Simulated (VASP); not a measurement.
Data:

```xyz
4
Lattice="3.9687 0.0000 0.0000 0.0000 3.9873 0.0000 0.0000 0.0000 5.0422" Properties=species:S:1:pos:R:3 pbc="T T T"
Pb     1.9844     0.0000     3.8573
Pb     0.0000     1.9937     1.1849
O      1.9844     1.9937     0.0000
O      0.0405     0.0000     0.0000
```

The numbers are results of PBE GGA, VASP's PBE PAW potentials (set 64) (plane waves; VASP 6.6.1), not measurements. Settings: 520 eV cut-off, 5×5×4 Γ-centred mesh, Fermi-Dirac smearing of 0.050 eV, potentials Pb_d O.

Task: Give the force on each atom (eV/Å).

Result: 
| atom | Fx | Fy | Fz |
|---|---|---|---|
| Pb1 | 0.151 | 0.000 | -0.425 |
| Pb2 | 0.017 | 0.000 | 0.409 |
| O3 | 0.130 | 0.000 | -0.041 |
| O4 | -0.298 | 0.000 | 0.057 |

Task: Give the stress tensor in GPa (positive for a compressed cell).

Result: 
```
 5.07   0.00  -0.38
 0.00   4.65   0.00
-0.38   0.00   3.81
```
The pressure is its mean diagonal, 4.51 GPa.

The compound is PbO in the litharge structure. The cell was not relaxed at this level. The run is one of a series of settings (ISMEAR = -1 against the base run), some of them coarse on purpose.
